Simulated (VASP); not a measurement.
Data:

```xyz
2
Lattice="1.1301 -1.9574 0.0000 1.1301 1.9574 0.0000 0.0000 0.0000 3.5510" Properties=species:S:1:pos:R:3 pbc="T T T"
Be     1.1301     0.6525     0.8877
Be     1.1301    -0.6525     2.6632
```

All values below come from PBEsol GGA, VASP's PBE PAW potentials (set 64) (plane waves; VASP). Numerical set-up: 480 eV cut-off, 18×18×10 Γ-centred mesh, first-order Methfessel-Paxton smearing of 0.10 eV, potentials Be.

Problem. What does the run give for the energy per atom (σ→0), band gap (on the k-mesh) with the smallest direct gap where there is one?

Solution. 
The band gap (on the k-mesh) is none (metal, semimetal or under 0.01 eV) and the energy per atom (σ→0) comes out as -385.6 kJ/mol of atoms.

Total energies compare only between runs with the same potentials, cut-off and functional.

The compound is Be in the hcp structure. It was relaxed first.
